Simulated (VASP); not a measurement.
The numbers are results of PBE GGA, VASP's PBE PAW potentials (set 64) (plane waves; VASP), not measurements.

A VASP calculation is set up with these files.

INCAR:
```
! general
SYSTEM    =  KF
PREC      =  Accurate
ENCUT     =  400
LREAL     =  .FALSE.   ! projection in real space or not
LASPH     =  .TRUE.   ! aspherical one-centre terms

! electronic loop
EDIFF     =  1E-8   ! SCF stop (eV)
NELM      =  100
ALGO      =  Normal

! smearing
ISMEAR    =  -1   ! Fermi-Dirac
SIGMA     =  0.02

! functional
GGA       =  PE   ! PBE

! ions
IBRION    =  8
NSW       =  1
ISIF      =  2   ! forces and stress, cell fixed

! output
LWAVE     =  .FALSE.
LCHARG    =  .FALSE.

! other
LEPSILON  =  .TRUE.
```

### KPOINTS
```
Automatic mesh
0
Gamma
9 9 9
0 0 0
```

### POSCAR
```
KF
1.0
  0.0000000000   2.6544150000   2.6544150000
  2.6544150000   0.0000000000   2.6544150000
  2.6544150000   2.6544150000   0.0000000000
K F
1 1
direct
  0.0000000000   0.0000000000   0.0000000000
  0.5000000000   0.5000000000   0.5000000000
```

POTCAR, in this order: K_sv F (PBE.64 set). Program: vasp_std.

At this cut-off the stress carries a Pulay error, which pulls relaxed volumes low.

What does the run give for the energy per atom (σ→0), pressure, band gap (on the k-mesh)?

| Item | Result |
|---|---|
| energy per atom (σ→0) | -4.149 eV/atom |
| band gap (on the k-mesh) | 6.29 eV |
| pressure | -2.63 GPa |

The structure comes from a computed database's KF entry; how it stands against other phases isn't given here. The cell was not relaxed at this level. The run is one of a series of settings (EDIFF = 1E-8, IBRION = 8, LEPSILON = .TRUE., NSW = 1 against the base run), some of them coarse on purpose.
